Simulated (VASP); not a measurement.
Input:

```xyz
2
Lattice="1.4665 -2.5401 0.0000 1.4665 2.5401 0.0000 0.0000 0.0000 2.8561" Properties=species:S:1:pos:R:3 pbc="T T T"
W      0.0000     0.0000     0.0000
C      1.4665     0.8467     1.4280
```

The numbers are results of revPBE GGA, VASP's PBE PAW potentials (set 64) (plane waves; VASP), not measurements. Settings: 520 eV cut-off, 16×16×14 Γ-centred mesh, tetrahedra with Blöchl corrections, potentials W_sv C.

Unless said otherwise, spin-orbit coupling is left out, though it shifts the bands of the heavy elements here.

Problem. Tabulate the total density of states (states/eV per cell) against energy (eV; zero at the valence-band maximum or, without a gap, the Fermi level).

Solution. 
```
E (eV) | DOS (states/eV)
    -9.98 |  0.00
    -9.62 |  0.00
    -9.26 |  0.00
    -8.90 |  0.00
    -8.66 |  0.00
    -8.30 |  0.01
    -7.94 | # 0.04
    -7.58 | # 0.06
    -7.22 | # 0.09
    -6.86 | ######### 0.59
    -6.50 | ###################### 1.37
    -6.14 | ########################## 1.63
    -5.90 | ################ 0.99
    -5.54 | ########## 0.64
    -5.18 | ########## 0.63
    -4.82 | ############ 0.76
    -4.46 | ############## 0.89
    -4.10 | ######################## 1.50
    -3.74 | ################### 1.22
    -3.38 | ######################### 1.55
    -3.14 | ############################## 1.89
    -2.78 | ############################ 1.79
    -2.42 | ########################### 1.70
    -2.06 | #### 0.26
    -1.70 | ############## 0.85
    -1.34 | ############################ 1.77
    -0.98 | ##################### 1.33
    -0.62 | ################ 1.02
    -0.38 | ######## 0.50
    -0.02 | ##### 0.30
     0.34 | ### 0.19
     0.70 | ### 0.20
     1.06 | ##### 0.29
     1.42 | ######## 0.52
     1.78 | ########### 0.71
     2.14 | ############ 0.78
     2.38 | ############## 0.90
     2.74 | ############ 0.72
     3.10 | ############ 0.75
     3.46 | ################# 1.07
```
Within 2 eV below the Fermi level the largest weight inside VASP's projection spheres is W d, then C p.

The compound is WC in the wc structure. It was relaxed first.
